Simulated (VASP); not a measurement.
Computed with PBE GGA with D3 dispersion (Becke-Johnson damping), VASP's PBE PAW potentials (set 64) (plane waves; VASP).

Input for VASP

KPOINTS:
```
Automatic mesh
0
Gamma
7 7 7
0 0 0
```

### POSCAR
```
MnS
1
    5.1265816268     2.5525803249     2.5525803249
    2.5525803249     5.1265816268     2.5525803249
    2.5525803249     2.5525803249     5.1265816268
Mn S
2 2
Direct
  1.0000000000   1.0000000000   0.0000000000
  0.5000000000   0.5000000000   0.5000000000
  0.2500000000   0.2500000000   0.2500000000
  0.7500000000   0.7500000000   0.7500000000
```

### INCAR
```
NELM = 100   ! most electronic steps
GGA = PE   ! PBE
LWAVE = .FALSE.
LMAXMIX = 4
SIGMA = 0.05   ! width (eV)
EDIFF = 1E-7
LORBIT = 10
PREC = Accurate
LREAL = .FALSE.   ! projection in real space or not
ENCUT = 520
LASPH = .TRUE.   ! aspherical one-centre terms
ISIF = 4
ISMEAR = 0   ! Gaussian
MAGMOM = 4.1 -4.1 2*0.0
ALGO = Normal
ISPIN = 2   ! spin-polarised
LCHARG = .FALSE.
SYSTEM = MnS
IVDW = 12   ! D3, Becke-Johnson
EDIFFG = -0.01   ! ionic stop
IBRION = 2
NSW = 30
```

POTCAR, in this order: Mn_pv S (PBE.64 set). Program: vasp_std.

Output

File OSZICAR:
```
       N       E                     dE             d eps       ncg     rms          rms(c)
DAV:   1     0.379019671279E+03    0.37902E+03   -0.21617E+04  4320   0.180E+03
DAV:   2     0.498100327493E+01   -0.37404E+03   -0.36894E+03  4076   0.480E+02
DAV:   3    -0.294756456567E+02   -0.34457E+02   -0.33892E+02  5813   0.133E+02
DAV:   4    -0.305854201151E+02   -0.11098E+01   -0.10844E+01  4685   0.224E+01
DAV:   5    -0.306111927742E+02   -0.25773E-01   -0.25768E-01  5122   0.392E+00    0.163E+01
DAV:   6    -0.284813716343E+02    0.21298E+01   -0.27200E+01  5332   0.481E+01    0.154E+01
DAV:   7    -0.284366198472E+02    0.44752E-01   -0.24631E+00  4991   0.183E+01    0.873E+00
DAV:   8    -0.284469895659E+02   -0.10370E-01   -0.30667E-01  5485   0.504E+00    0.426E+00
DAV:   9    -0.284360485390E+02    0.10941E-01   -0.54652E-02  5398   0.233E+00    0.365E-01
DAV:  10    -0.284382088856E+02   -0.21603E-02   -0.10506E-02  5099   0.669E-01    0.214E-01
DAV:  11    -0.284383856126E+02   -0.17673E-03   -0.75539E-04  4596   0.231E-01    0.123E-01
DAV:  12    -0.284384421820E+02   -0.56569E-04   -0.33046E-04  5066   0.946E-02    0.895E-02
DAV:  13    -0.284384688368E+02   -0.26655E-04   -0.24797E-05  4412   0.521E-02    0.454E-02
DAV:  14    -0.284384746617E+02   -0.58249E-05   -0.22326E-05  4517   0.410E-02    0.132E-02
DAV:  15    -0.284384761682E+02   -0.15065E-05   -0.12048E-06  4573   0.115E-02    0.383E-03
DAV:  16    -0.284384762582E+02   -0.89963E-07   -0.16036E-07  3758   0.309E-03
   1 F= -.30143123E+02 E0= -.30143123E+02  d E =-.301431E+02  mag=     0.0000
```

**OUTCAR**
```
------------------------ aborting loop because EDIFF is reached ----------------------------------------
 Edisp (eV)   -1.70465
  FORCE on cell =-STRESS in cart. coord.  units (eV):
  Direction    XX          YY          ZZ          XY          YZ          ZX
  --------------------------------------------------------------------------------------
  Total      -1.82726    -1.82726    -1.82726    -0.03973    -0.03973    -0.03973
  in kB     -43.18613   -43.18613   -43.18613    -0.93900    -0.93900    -0.93900
  external pressure =      -43.19 kB  Pullay stress =        0.00 kB
  volume of cell :       67.79
      direct lattice vectors                 reciprocal lattice vectors
     5.126581627  2.552580325  2.552580325     0.291578483 -0.096921709 -0.096921709
     2.552580325  5.126581627  2.552580325    -0.096921709  0.291578483 -0.096921709
     2.552580325  2.552580325  5.126581627    -0.096921709 -0.096921709  0.291578483
 POSITION                                       TOTAL-FORCE (eV/Angst)
 -----------------------------------------------------------------------------------
      0.00000      0.00000      0.00000         0.000000     -0.000000     -0.000000
      5.11587      5.11587      5.11587        -0.000000     -0.000000      0.000000
      2.55794      2.55794      2.55794        -0.000000      0.000000     -0.000000
      7.67381      7.67381      7.67381         0.000000      0.000000      0.000000
 -----------------------------------------------------------------------------------
    total drift:                                0.000000     -0.000000     -0.000000
  FREE ENERGIE OF THE ION-ELECTRON SYSTEM (eV)
  ---------------------------------------------------
  free  energy   TOTEN  =       -30.1431231911 eV

  energy  without entropy=      -30.1431231911  energy(sigma->0) =      -30.14312319

 total charge

# of ion       s       p       d       tot
------------------------------------------
    1        0.217   6.170   4.965  11.352
    2        0.217   6.170   4.965  11.352
    3        1.326   2.419   0.000   3.745
    4        1.326   2.419   0.000   3.745
--------------------------------------------------
tot          3.084  17.179   9.931  30.194

 magnetization (x)

# of ion       s       p       d       tot
------------------------------------------
    1        0.018   0.015   4.118   4.150
    2       -0.018  -0.015  -4.118  -4.150
    3        0.000   0.000   0.000   0.000
    4        0.000   0.000   0.000   0.000
--------------------------------------------------
tot          0.000   0.000   0.000   0.000

 reached required accuracy - stopping structural energy minimisation
```
(Selected blocks of OUTCAR.)

OUTCAR:
```
 val. band max:        6.7015632922   @ k =   0.4286   0.4286   0.4286

 cond. band min:       7.4898837471   @ k =   0.4286   0.0000   0.0000


 Fermi energy:         6.9765292027

 spin component 1

 k-point     1 :       0.0000    0.0000    0.0000
  band No.  band energies     occupation
      1     -43.4343      1.00000
      2     -43.4325      1.00000
      3     -43.4325      1.00000
      4     -38.9800      1.00000
      5     -38.9800      1.00000
      6     -38.9603      1.00000
      7      -7.5824      1.00000
      8      -6.1375      1.00000
      9       0.1463      1.00000
     10       2.5867      1.00000
     11       2.5867      1.00000
     12       4.0434      1.00000
     13       4.0434      1.00000
     14       4.2439      1.00000
     15       5.3041      1.00000
     16       5.3041      1.00000
     17       5.3644      1.00000
     18       5.4566      1.00000
     19       5.4566      1.00000
     20       7.9475      0.00000
     21       7.9475      0.00000
     22       8.0820      0.00000
     23       9.5487      0.00000

 k-point     2 :       0.1429    0.0000    0.0000
  band No.  band energies     occupation
      1     -43.4341      1.00000
      2     -43.4339      1.00000
      3     -43.4328      1.00000
      4     -38.9819      1.00000
      5     -38.9805      1.00000
      6     -38.9601      1.00000
      7      -7.3884      1.00000
      8      -6.0916      1.00000
      9       0.4230      1.00000
     10       2.4011      1.00000
     11       2.6279      1.00000
     12       3.4919      1.00000
     13       3.8578      1.00000
     14       4.1419      1.00000
     15       4.2994      1.00000
     16       4.9230      1.00000
     17       5.0586      1.00000
     18       5.6779      1.00000
     19       6.1860      1.00000
     20       7.8918      0.00000
     21       8.1207      0.00000
     22       8.1494      0.00000
     23       8.8373      0.00000
...
```

The compound is MnS in the rock salt, AFM-II order structure. This cell is one point of a volume scan, at 1.06 of the reference volume.
